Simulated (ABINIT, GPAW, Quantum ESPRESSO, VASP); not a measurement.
# One structure in several programs: Cs (Im-3m, 1 atom in the cell)

Self-consistent single point.

```
Cs
1.0
   -3.05549     3.05549     3.05549
    3.05549    -3.05549     3.05549
    3.05549     3.05549    -3.05549
Cs
1
Cartesian
  0.00000   0.00000   0.00000
```

All programs got the same cell, k-point mesh and kind of occupations (in ABINIT's words: tsmear = 0.136 eV; ngkpt = 5 5 5; nshiftk = 1; shiftk = 0 0 0); potentials, basis and cutoffs are each program's usual ones.

| code | model | pressure (GPa) | cutoff |
|---|---|---|---|
| ABINIT | PBE, PAW (JTH v2.0 PBE PAW) | -0.06 | 571 eV |
| VASP | PBE, VASP's PBE PAW potentials (set 64) | 0.01 | 300 eV |
| Quantum ESPRESSO | PBE, PseudoDojo standard norm-conserving (PBE) pseudopotentials | 0.04 | 50 Ry |
| GPAW | PBE, GPAW PAW datasets PBE (gpaw-data 1.0.1) | 0.05 | 550 eV |

The spread over the programs that give each value: pressure within 0.11 GPa.

The starting cell has typed, rounded lattice constants, without a prior relaxation at this level. Its lattice was rescaled by a random factor within 2.5 % of one.

Why do the programs differ, and what cannot be compared?

Differences of this kind can come from the potentials, where these differ, and from what each basis and cutoff leave unconverged. The zero of total energies and Fermi levels follows the potentials and each program's conventions, so they are not compared here.

VASP's run is marked for a possible Pulay error in its stress at this cutoff; no cutoff test was made.

Left out of this page: Ansatz, CP2K, Elk, FLEUR and SIESTA (not drawn, or without a comparable value).
